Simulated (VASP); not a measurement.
SrCl₂ (fluorite) relaxed at rising pressure, in one space group throughout; other phases were not tried. The pressures are those reached. Calculation: LDA (Ceperley-Alder, Perdew-Zunger), VASP's LDA PAW potentials (set 64) (plane waves; VASP).

| P (GPa) | V (Å³/atom) | k-mesh |
|---|---|---|
| -0.11 | 26.362 | 6×6×6 |
| 4.97 | 24.003 | 6×6×6 |
| 9.96 | 22.466 | 6×6×6 |
| 19.95 | 20.389 | 6×6×6 |
| 29.94 | 18.975 | 6×6×6 |

A change of mesh leaves a small step in the series.

**Question.** Fit an equation of state and predict the volume at 44.99 GPa.

**Answer.** Least squares on the third-order Birch-Murnaghan form, P = (3B0/2)(y⁷ − y⁵)[1 + (3/4)(B′ − 4)(y² − 1)] with y = (V0/V)^(1/3), gives V0 = 26.289 Å³/atom, B0 = 45 GPa and B′ = 4.3, and so 17.477 Å³/atom. The run gave 17.456 Å³/atom, -0.1 % from the fit.

Pressures at which the relaxation failed are left out.

The compound is SrCl2 in the fluorite structure.
